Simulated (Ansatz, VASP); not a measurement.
# Two plane-wave programs on Hf4ScN

File INCAR:

```
PREC = Accurate
ENCUT = 520
EDIFF = 1E-6
ISMEAR = 0
SIGMA = 0.1
LREAL = F
LASPH = T
NELM = 100
ALGO = Normal
ISIF = 2
LWAVE = F
LCHARG = T
GGA = PE
LELF = T
LVHAR = T
NBANDS = 37
```

KPOINTS

```
Automatic mesh
0
Gamma
  4 4 4
```

The input POSCAR:

```
Hf4ScN
1.0
    0.0000000000      3.7880471700      3.7880471700
    3.7880471700      0.0000000000      3.7880471700
    3.7880471700      3.7880471700      0.0000000000
Hf Sc N
4 1 1
Direct
    0.1066425200      0.1066425200      0.1066425200
    0.1066425200      0.1066425200      0.6800724400
    0.1066425200      0.6800724400      0.1066425200
    0.6800724400      0.1066425200      0.1066425200
    0.2500000000      0.2500000000      0.2500000000
    0.5000000000      0.5000000000      0.5000000000
```

Input for Ansatz:

```yaml
crystal:
  lattice:
    - [0.0, 3.78804717, 3.78804717]
    - [3.78804717, 0.0, 3.78804717]
    - [3.78804717, 3.78804717, 0.0]
  atoms:
    - { symbol: Hf, position: [0.10664252, 0.10664252, 0.10664252] }
    - { symbol: Hf, position: [0.10664252, 0.10664252, 0.68007244] }
    - { symbol: Hf, position: [0.10664252, 0.68007244, 0.10664252] }
    - { symbol: Hf, position: [0.68007244, 0.10664252, 0.10664252] }
    - { symbol: Sc, position: [0.25, 0.25, 0.25] }
    - { symbol: "N", position: [0.5, 0.5, 0.5] }
basis:
  ecutwfc: 420
kpoints:
  mp_grid: { grid: [4, 4, 4] }
hamiltonian:
  xc: pbe
scf:
  occupations: { method: gaussian, width: 0.1 }
  lower_state_search: "off"
output:
  forces: true
  stress: true
  eigenvalues: true
```

Alike in both runs: task single point; functional PBE; k mesh 4 × 4 × 4; occupations gaussian, width 0.1 eV; no spin polarisation.

|  | VASP | Ansatz |
| --- | --- | --- |
| version | VASP 6.6.1 | Ansatz 0.2.0 |
| potentials or method | VASP PAW PBE potentials, release 64 (Hf_pv, Sc_sv, N) | scalar-relativistic, plane waves, PAW |
| plane-wave cutoff (eV) | 520 | 420 |
| valence electrons in the cell | 56 | 120 |

Ansatz gave:

- gap on the k mesh at the Fermi level (eV): none
- rms of the force components (eV/Å): 0.808

Q: Estimate VASP's values.

A: gap on the k mesh at the Fermi level (eV): none; rms of the force components (eV/Å): 0.426.

Atom by atom the forces differ by 0.382 eV/Å (rms over components). A gap of «none» marks a metal or a gap that the smearing closes. One of these differences is far larger than is usual between the two programs; its cause wasn't traced. The functional is the same, so the differences come from potentials, cutoffs and numerics. The two sets of potentials don't hold the same shells in valence.

 Spin-orbit coupling is left out, which matters for the levels of Hf.
